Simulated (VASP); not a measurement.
OSZICAR of a VASP run on Ni (space group P6_3/mmc):

**OSZICAR**
```
       N       E                     dE             d eps       ncg     rms          rms(c)
DAV:   1     0.572457907088E+02    0.57246E+02   -0.69678E+03  1648   0.122E+03
DAV:   2    -0.137555480074E+02   -0.71001E+02   -0.66830E+02  1560   0.215E+02
DAV:   3    -0.150410286810E+02   -0.12855E+01   -0.12721E+01  1944   0.379E+01
DAV:   4    -0.150550449682E+02   -0.14016E-01   -0.14015E-01  2016   0.319E+00
DAV:   5    -0.150553465796E+02   -0.30161E-03   -0.30161E-03  1912   0.405E-01    0.163E+01
DAV:   6    -0.138758219057E+02    0.11795E+01   -0.12700E+01  1608   0.754E+01    0.908E+00
DAV:   7    -0.131765195527E+02    0.69930E+00   -0.25890E+00  1640   0.315E+01    0.261E+00
DAV:   8    -0.131422173258E+02    0.34302E-01   -0.16992E-02  2384   0.211E+00    0.123E+00
DAV:   9    -0.131354745309E+02    0.67428E-02   -0.68634E-04  2104   0.350E-01    0.481E-01
DAV:  10    -0.131334800669E+02    0.19945E-02   -0.21831E-04  2424   0.269E-01    0.564E-02
DAV:  11    -0.131335000927E+02   -0.20026E-04   -0.25249E-05  1688   0.557E-02    0.331E-02
DAV:  12    -0.131334878092E+02    0.12283E-04   -0.19441E-06  1280   0.283E-02    0.207E-02
DAV:  13    -0.131334874842E+02    0.32495E-06   -0.14313E-06  1216   0.140E-02
   1 F= -.13133487E+02 E0= -.13068885E+02  d E =-.129205E+00  mag=     1.1125
```

**Question.** Which electronic solver shows in the log?

**Answer.** It is blocked Davidson (ALGO = Normal, or the opening steps of other solvers). The INCAR had ALGO = Normal.

**Question.** How was spin treated?

**Answer.** Collinear spin (ISPIN = 2): the summary line carries one mag value, 1.11 μB in the cell.

**Question.** Can the final energy be trusted as converged?

**Answer.** Self-consistency was reached. It stopped with EDIFF = 1E-6, NELM = 100 (LDA (Ceperley-Alder, Perdew-Zunger), plane waves, VASP's LDA PAW potentials (set 64)).

The structure was generated: Ni was put into an ordered model structure, which need not be its known phase. The cell was not relaxed at this level. The k-mesh is coarse (spacing up to 0.42 per Å, 2π included), so the numbers may not be converged in it. The run is one of a series of settings (KPOINTS 7×7×4 Γ-centred mesh against the base run), some of them coarse on purpose.
